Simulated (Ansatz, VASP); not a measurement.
# PtC: VASP beside Ansatz, part 2 of 2

One calculation is typed for both programs; each brings its own data sets. How far apart do they land? The cell is generated by rule, not measured, and may not be a known phase. The cell is taken from a series of runs on this material, whose earlier steps may have relaxed, scaled, displaced or heated it; both programs get it as it stands.

VASP 6.6.1 and Ansatz 0.2.0.

So far. Step 6 (Ansatz: single point, PBEsol, pair 2): The run ends at a pressure of 0.15 GPa, with forces up to 0.13 eV/Å. Step 7 (VASP: single point, PBEsol, pair 2): The run ends at a pressure of 0.08 GPa, with forces up to 0.13 eV/Å.

## 9. VASP: single point, PBEsol, pair 3

Level of this step: PBEsol; plane waves and PAW (Pt, C); invented cell (VASP).

With cell and atoms fixed, the geometry can't cause a difference; cores, projectors, grids and the points listed under the comparison can.

The input, INCAR:

```
SYSTEM = PtC
PREC = Accurate
ENCUT = 600
EDIFF = 1E-06
NELM = 120
ISMEAR = 1
SIGMA = 0.15
LREAL = .FALSE.
ALGO = Normal
GGA = PS
NBANDS = 13
LASPH = .TRUE.
LORBIT = 11
LWAVE = .FALSE.
LCHARG = .FALSE.
ISIF = 2
GGA_COMPAT = .FALSE.
KPAR = 2
```

The input, POSCAR:

```
PtC
1.0
    2.7712460625      0.0000000000      0.0000000000
    0.0000000000      2.7712460625      0.0000000000
    0.0000000000      0.0000000000      2.7712460625
Pt C
1 1
Direct
    0.0010261522      0.9989738478      0.9989738478
    0.4833331215      0.5166668785      0.5166668785
```

The input, KPOINTS:

```
Automatic mesh
0
Gamma
16 16 16
0 0 0
```

PAW data sets: Pt and C (PBE family, release 64).

Command:

```bash
mpirun -np 2 vasp_std
```

Numbers of over 12 decimals in the logs are rounded to 6 here.

The program printed:

```text
[... set-up lines as in an earlier step ...]
 entering main loop
       N       E                     dE             d eps       ncg     rms          rms(c)
DAV:   1     0.605037262695E+02    0.60504E+02   -0.78405E+03 10954   0.114E+03
DAV:   2    -0.125049157885E+02   -0.73009E+02   -0.67300E+02 12955   0.220E+02
DAV:   3    -0.143506491822E+02   -0.18457E+01   -0.18271E+01 12682   0.341E+01
DAV:   4    -0.143584675117E+02   -0.78183E-02   -0.78165E-02 12687   0.261E+00
[...]
DAV:  11    -0.127810766398E+02    0.72369E-04   -0.40788E-04 12730   0.151E-01    0.168E-02
DAV:  12    -0.127810757268E+02    0.91297E-06   -0.32111E-05 12482   0.460E-02    0.137E-02
DAV:  13    -0.127810750176E+02    0.70923E-06   -0.20759E-06  7301   0.122E-02
   1 F= -.12781075E+02 E0= -.12781699E+02  d E =0.187281E-02
```

Parts of OUTCAR (step 9):

```text
  Total        0.0725670      0.0725670      0.0725670     -0.0184846      0.0184846     -0.0184846
  in kB        5.4629155      5.4629155      5.4629155     -1.3915368      1.3915368     -1.3915368
  external PRESSURE =       5.4629155 kB  Pullay stress =       0.0000000 kB

 POSITION                                       TOTAL-FORCE (eV/Angst)
 -----------------------------------------------------------------------------------
      0.00284      2.76840      2.76840         0.138070     -0.138070     -0.138070
      1.33944      1.43181      1.43181        -0.138070      0.138070      0.138070
 -----------------------------------------------------------------------------------
    total drift:                                0.000077     -0.000077     -0.000077

  FREE ENERGIE OF THE ION-ELECTRON SYSTEM (eV)
  ---------------------------------------------------
  free  energy   TOTEN  =       -12.7810750176 eV

  energy  without entropy=      -12.7829478256  energy(sigma->0) =      -12.78169929

[... 2 parts as in an earlier step ...]

[... 1 further part left out ...]
[key lines of the parts left out:]
E-fermi :  11.0853
```

The run ends at a pressure of 0.55 GPa, with forces up to 0.24 eV/Å.

## 10. Ansatz: single point, PBEsol, pair 3

The same cell, functional, mesh and smearing now go to Ansatz, which takes its cutoff from its data sets.

The cell is taken from a series of runs on this material, whose earlier steps may have relaxed, scaled, displaced or heated it; both programs get it as it stands.

The input, input.yaml:

```yaml
crystal:
  lattice:
    - [2.7712460625, 0.0, 0.0]
    - [0.0, 2.7712460625, 0.0]
    - [0.0, 0.0, 2.7712460625]
  atoms:
    - { symbol: Pt, position: [0.0010261522, -0.0010261522, -0.0010261522] }
    - { symbol: C, position: [0.4833331215, 0.5166668785, 0.5166668785] }
kpoints:
  mp_grid: { grid: [16, 16, 16] }
hamiltonian:
  xc: pbesol
scf:
  occupations: { method: methfessel_paxton, width: 0.15 }
output:
  forces: true
  stress: true
  eigenvalues: true
```

Command:

```bash
ansatz run input.yaml --threads 4 --pin off --max-ram 7168MiB --backend cpu --events-out ev --progress --plain --runs-dir out
```

The program printed:

```text
[...]
Crystal: 2 atoms, lattice volume = 21.283 Å³
Basis set: ecut = 420 eV, 437 PW (Γ), exchange–correlation on 40×40×40 points (8 copies of the dense FFT grid, shifted against one another)
Bands: 15, of which v1, the nominal top of the filled ones, is band 11 counted from 1 (10 counted from 0)
Symmetry: 6 space group operations
[...]
k-points: 417 of 4096 (time reversal used)
[...]
--- Band table (eV; the first three rows and the last of 417) ---
  k-point 0: bands = [... 7 lower, 18.6837, 18.7649, 18.7649, 20.4797, 20.4797, 20.5108, 25.0013, 36.2848]
  k-point 1: bands = [... 7 lower, 18.4013, 18.4718, 18.7770, 20.1914, 20.7990, 20.8392, 25.2592, 35.9745]
  k-point 2: bands = [... 7 lower, 17.8464, 17.9019, 18.8024, 19.6113, 21.4469, 21.4823, 25.8503, 35.2116]
  k-point 416: bands = [... 7 lower, 13.0062, 20.4777, 20.4777, 24.4159, 24.6018, 24.6018, 26.1382, 26.1382]
[key lines of the parts left out:]
SCF converged after 6 iterations
Free energy (F): -12626.666691 eV
Fermi energy:    20.633064 eV
P = ⅓ Tr σ = 0.5881 GPa (5.881 kbar)
```

The run ends at a pressure of 0.59 GPa, with forces up to 0.24 eV/Å.

## 11. Differences

What differs besides the data sets and the points named for the pairs above, as far as they apply: the data sets hold 22 valence electrons in Ansatz (on its default PAW (the set named soft_2) files) and 14 in VASP. Total energies have different zeros and are not compared.

The two programs side by side:

```csv
quantity,Ansatz,VASP,difference
pressure (GPa),0.59,0.55,+0.04
```

Forces (eV/Å; atoms numbered as in POSCAR):

```csv
atom,"Ansatz x, y, z","VASP x, y, z"
Pt1,"0.141, -0.141, -0.141","0.138, -0.138, -0.138"
C2,"-0.141, 0.141, 0.141","-0.138, 0.138, 0.138"
```

The forces differ by 2.5 meV/Å r.m.s., which is 1.8 % of the r.m.s. force of 0.138 eV/Å (both taken over all components).

## 12. Results

| Quantity | Value |
| --- | --- |
| r.m.s. force difference (single point, PBEsol, pair 1) | 19 meV/Å |
| r.m.s. force difference (single point, PBEsol, pair 2) | 1.2 meV/Å |
| r.m.s. force difference (single point, PBEsol, pair 3) | 2.5 meV/Å |

What this shows: The r.m.s. force difference is 19 meV/Å (single point, PBEsol, pair 1), beyond the 12 meV/Å picked in this series as the mark of a large difference. The data sets hold unlike numbers of valence electrons (22 in Ansatz and 14 in VASP), so part of the differences comes from the potentials. Single point, PBEsol, pair 1, VASP with the data sets Pt_sv_GW and C: r.m.s. force difference goes from 19 to 9.2 meV/Å; the difference in pressure goes from -0.38 to 0.54 GPa. 5 further runs of this series are not shown here. How closely two codes agree says nothing of how well the functional describes the real material.

[Lines on the potential files, build, host, timing and source positions are cut from VASP's logs without a mark.]

[Logs are printed without paths, hosts, clocks, repeated set-up lines and the standing remarks that a program may print on its own settings, such as how far it seeks lower states.]

[Hosts, paths, dates, database ids (printed as entryN), source tags and the programs' standing remarks are cut or masked in the printed files.]
